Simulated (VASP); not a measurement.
Input of a VASP 6.6.1 run:

File POSCAR:

```
Al2O3
1.0
    2.3794687065      1.3737868982      4.3317584890
   -2.3794687065      1.3737868982      4.3317584890
    0.0000000000     -2.7475737964      4.3317584890
Al O
4 6
Direct
    0.3519237654      0.3519237654      0.3519237654
    0.1480762346      0.1480762346      0.1480762346
    0.6480762346      0.6480762346      0.6480762346
    0.8519237654      0.8519237654      0.8519237654
    0.5563371804      0.9436628196      0.2500000000
    0.2500000000      0.5563371804      0.9436628196
    0.9436628196      0.2500000000      0.5563371804
    0.4436628196      0.0563371804      0.7500000000
    0.7500000000      0.4436628196      0.0563371804
    0.0563371804      0.7500000000      0.4436628196
```

Contents of INCAR.step1:

```
PREC = Accurate
ENCUT = 520
ISMEAR = 0
SIGMA = 0.02
LREAL = F
LASPH = T
NELM = 100
NBANDS = 35
GGA = PE
ALGO = Normal
EDIFF = 1E-4
LWAVE = T
LCHARG = F
```

INCAR.step2

```
PREC = Accurate
ENCUT = 520
EDIFF = 1E-6
ISMEAR = 0
SIGMA = 0.02
LREAL = F
LASPH = T
NELM = 100
ALGO = Normal
ISIF = 2
LWAVE = F
LCHARG = F
METAGGA = R2SCAN
LMIXTAU = T
NBANDS = 35
ISTART = 1
```

KPOINTS

```
Automatic mesh
0
Gamma
  6 6 6
```

Potentials or basis: VASP PAW PBE potentials, release 64 (Al, O).

Command:

```console
$ cat potpaw_PBE.64/Al/POTCAR potpaw_PBE.64/O/POTCAR > POTCAR
$ cp INCAR.step1 INCAR
$ mpirun -np 1 vasp_std > vasp.out
$ cp INCAR.step2 INCAR
$ mpirun -np 1 vasp_std > vasp.out
```

What does it give for the band gap on the k mesh?

7.15 eV, direct.

Predict the largest force.

0.021 eV/Å.

Estimate the pressure.

-0.5 GPa.

Forces in eV/Å, atoms in the order of the input:
```
Al   0.000  0.000 -0.021
Al   0.000  0.000  0.021
Al   0.000  0.000  0.021
Al   0.000  0.000 -0.021
O   -0.010  0.000  0.000
O    0.005 -0.008  0.000
O    0.005  0.008  0.000
O    0.010  0.000  0.000
O   -0.005  0.008  0.000
O   -0.005 -0.008  0.000
```

Caveat: the PAW data sets were made with another functional, which shifts forces and pressure a little.

**What was measured.**

From “Multi-petahertz electron interference in Cr:Al2O3 solid-state material”, 2018, pmc:5906618, for a bulk crystal of Al2O3: band gap 8.7 eV (optical).

A measured gap of Al2O3 is 8.7 eV (optical; quoted in “Multi-petahertz electron interference in Cr:Al2O3 solid-state material”, 2018, pmc:5906618); the calculated 7.15 eV misses it by -1.55 eV. The value is that of r2SCAN on a finite k mesh, which can miss the band edges, without temperature or zero-point motion.
